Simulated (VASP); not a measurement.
Here is the system:

```
HfO2
1.0
    0.00000     2.51253     2.51253
    2.51253     0.00000     2.51253
    2.51253     2.51253     0.00000
Hf O
1 2
Direct
  0.00000   0.00000   0.00000
  0.25000   0.25000   0.25000
  0.75000   0.75000   0.75000
```

Level of theory: MS2 meta-GGA, VASP's PBE PAW potentials (set 64) (plane waves; VASP 6.6.1). Numerical set-up: 520 eV cut-off, 9×9×9 Γ-centred mesh, tetrahedra with Blöchl corrections, potentials Hf_pv O.

Unless said otherwise, spin-orbit coupling is left out, though it shifts the bands of the heavy elements here.

Task: Estimate the energy per atom (σ→0), band gap (over mesh and band path) with the smallest direct gap where there is one.

Result: 
```yaml
band gap (over mesh and band path): 4.00 eV
smallest direct gap (over mesh and band path): 4.00 eV
energy per atom (σ→0): -6.157 eV/atom
```

The absolute energy has meaning only against runs of the same code, potentials and settings.

The compound is HfO2 in the fluorite structure, the high-temperature cubic form, which is unstable at 0 K; the monoclinic form is the stable one. It was relaxed first.
